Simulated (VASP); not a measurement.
These are PBEsol GGA, VASP's PBE PAW potentials (set 64) (plane waves; VASP 6.6.1) values and carry that method's errors.

Input for VASP

**POSCAR**
```
Ni3Fe
1
    3.4394449244     0.0000000000     0.0000000000
   -0.0000000000     3.4394449244     0.0000000000
   -0.0000000000    -0.0000000000     3.4394449244
Fe Ni
1 3
Direct
  0.0000000000   0.0000000000   0.0000000000
  0.0000000000   0.5000000000   0.5000000000
  0.5000000000   0.0000000000   0.5000000000
  0.5000000000   0.5000000000   0.0000000000
```

**INCAR**
```
# general
SYSTEM  = Ni3Fe
PREC    = Accurate
ENCUT   = 500
LREAL   = .FALSE.
LASPH   = .TRUE.

# electronic loop
EDIFF   = 1E-6
NELM    = 100
ALGO    = Normal
LMAXMIX = 4

# smearing
ISMEAR  = 1
SIGMA   = 0.1

# functional
GGA     = PS

# spin
ISPIN   = 2
MAGMOM  = 2.8 3*0.6

# ions
IBRION  = 2
NSW     = 40
ISIF    = 3
EDIFFG  = -0.02
PSTRESS = 100

# output
LWAVE   = .FALSE.
LCHARG  = .FALSE.
LORBIT  = 10
```

**KPOINTS**
```
Automatic mesh
0
gamma
 9 9 9
```

POTCAR, in this order: Fe Ni (PBE.64 set). Program: vasp_std.

Output

File OUTCAR:
```
 ion  position               nearest neighbor table
   1  0.000  0.000  0.000-   2 2.43   3 2.43   4 2.43   2 2.43   3 2.43   2 2.43   4 2.43   2 2.43
                             3 2.43   4 2.43   3 2.43   4 2.43
   2  0.000  0.500  0.500-   1 2.43   3 2.43   4 2.43   1 2.43   4 2.43   1 2.43   3 2.43   1 2.43
                             3 2.43   4 2.43   4 2.43   3 2.43
   3  0.500  0.000  0.500-   1 2.43   2 2.43   4 2.43   1 2.43   4 2.43   2 2.43   4 2.43   4 2.43
                             1 2.43   2 2.43   1 2.43   2 2.43
   4  0.500  0.500  0.000-   1 2.43   2 2.43   3 2.43   2 2.43   3 2.43   1 2.43   3 2.43   3 2.43
                             1 2.43   2 2.43   2 2.43   1 2.43
  LATTYP: Found a simple cubic cell.
 ALAT       =     3.4394449244
 Subroutine PRICEL returns:
 Original cell was already a primitive cell.
 Subroutine GETGRP returns: Found 48 space group operations
The static configuration has the point symmetry O_h .
The dynamic configuration has the point symmetry O_h .
The overall configuration has the point symmetry O_h .
 Subroutine INISYM returns: Found 48 space group operations
 Subroutine IBZKPT returns following result:
 Found     35 irreducible k-points:

 Following reciprocal coordinates:
            Coordinates               Weight
  0.000000  0.000000  0.000000      1.000000
  0.111111  0.000000  0.000000      6.000000
  0.222222  0.000000  0.000000      6.000000
  0.333333  0.000000  0.000000      6.000000
  0.444444  0.000000  0.000000      6.000000
  0.111111  0.111111  0.000000     12.000000
  0.222222  0.111111  0.000000     24.000000
  0.333333  0.111111  0.000000     24.000000
  0.444444  0.111111  0.000000     24.000000
  0.222222  0.222222  0.000000     12.000000
  0.333333  0.222222  0.000000     24.000000
  0.444444  0.222222  0.000000     24.000000
  0.333333  0.333333  0.000000     12.000000
  0.444444  0.333333  0.000000     24.000000
  0.444444  0.444444  0.000000     12.000000
  0.111111  0.111111  0.111111      8.000000
  0.222222  0.111111  0.111111     24.000000
...
```

**OSZICAR**
```
       N       E                     dE             d eps       ncg     rms          rms(c)
DAV:   1     0.236991479594E+03    0.23699E+03   -0.16983E+04  3652   0.211E+03
DAV:   2    -0.185540766043E+02   -0.25555E+03   -0.24654E+03  3501   0.371E+02
DAV:   3    -0.322356515651E+02   -0.13682E+02   -0.13007E+02  3569   0.119E+02
DAV:   4    -0.324196402306E+02   -0.18399E+00   -0.18340E+00  3748   0.145E+01
DAV:   5    -0.324249934896E+02   -0.53533E-02   -0.53527E-02  4861   0.203E+00    0.239E+01
DAV:   6    -0.284705202600E+02    0.39545E+01   -0.41556E+01  3571   0.987E+01    0.130E+01
DAV:   7    -0.289013116696E+02   -0.43079E+00   -0.81997E+00  3932   0.715E+01    0.176E+01
DAV:   8    -0.276534697791E+02    0.12478E+01   -0.60673E+00  3827   0.485E+01    0.480E+00
DAV:   9    -0.276212363402E+02    0.32233E-01   -0.44341E-01  4407   0.121E+01    0.305E+00
DAV:  10    -0.275923291059E+02    0.28907E-01   -0.65439E-02  4217   0.643E+00    0.113E+00
DAV:  11    -0.275892676324E+02    0.30615E-02   -0.12827E-02  5262   0.144E+00    0.571E-01
DAV:  12    -0.275887853147E+02    0.48232E-03   -0.17622E-03  4696   0.474E-01    0.174E-01
DAV:  13    -0.275888017432E+02   -0.16428E-04   -0.25004E-04  3637   0.307E-01    0.696E-02
DAV:  14    -0.275887960272E+02    0.57160E-05   -0.86179E-05  5328   0.150E-01    0.307E-02
DAV:  15    -0.275887916014E+02    0.44258E-05   -0.15660E-05  4190   0.771E-02    0.182E-02
DAV:  16    -0.275887913953E+02    0.20605E-06   -0.24086E-06  2056   0.409E-02
   1 F= -.25049255E+02 E0= -.25049786E+02  d E =-.250493E+02  mag=     4.4676
```

File OUTCAR:
```
------------------------ aborting loop because EDIFF is reached ----------------------------------------
  FORCE on cell =-STRESS in cart. coord.  units (eV):
  Direction    XX          YY          ZZ          XY          YZ          ZX
  --------------------------------------------------------------------------------------
  Total        2.5440127      2.5440127      2.5440127      0.0000000     -0.0000000      0.0000000
  in kB      100.1762529    100.1762529    100.1762529      0.0000000     -0.0000000      0.0000000
  external PRESSURE =       0.1762529 kB  Pullay stress =     100.0000000 kB
  volume of cell :       40.69
      direct lattice vectors                 reciprocal lattice vectors
     3.439444924  0.000000000  0.000000000     0.290744589  0.000000000  0.000000000
     0.000000000  3.439444924  0.000000000     0.000000000  0.290744589  0.000000000
     0.000000000  0.000000000  3.439444924     0.000000000  0.000000000  0.290744589
 POSITION                                       TOTAL-FORCE (eV/Angst)
 -----------------------------------------------------------------------------------
      0.00000      0.00000      0.00000         0.000000      0.000000      0.000000
      0.00000      1.71972      1.71972         0.000000      0.000000      0.000000
      1.71972      0.00000      1.71972         0.000000      0.000000      0.000000
      1.71972      1.71972      0.00000         0.000000      0.000000      0.000000
 -----------------------------------------------------------------------------------
    total drift:                                0.000000      0.000000      0.000000
  FREE ENERGIE OF THE ION-ELECTRON SYSTEM (eV)
  ---------------------------------------------------
  free  energy   TOTEN  =       -27.5887913953 eV

  energy  without entropy=      -27.5903853048  energy(sigma->0) =      -27.58932270
  enthalpy is  TOTEN    =       -25.0492546793 eV   P V=        2.5395367161

 total charge

# of ion       s       p       d       tot
------------------------------------------
    1        0.513   0.582   6.195   7.290
    2        0.546   0.598   8.372   9.517
    3        0.546   0.598   8.372   9.517
    4        0.546   0.598   8.372   9.517
--------------------------------------------------
tot          2.152   2.377  31.312  35.842

 magnetization (x)

# of ion       s       p       d       tot
------------------------------------------
    1        0.008   0.001   2.749   2.757
    2       -0.016  -0.044   0.622   0.563
    3       -0.016  -0.044   0.622   0.563
    4       -0.016  -0.044   0.622   0.563
--------------------------------------------------
tot         -0.039  -0.130   4.615   4.446

 reached required accuracy - stopping structural energy minimisation
```
(Selected blocks of OUTCAR.)

The compound is Ni3Fe in the L1_2 structure. It was relaxed first under an external pressure of 10 GPa.
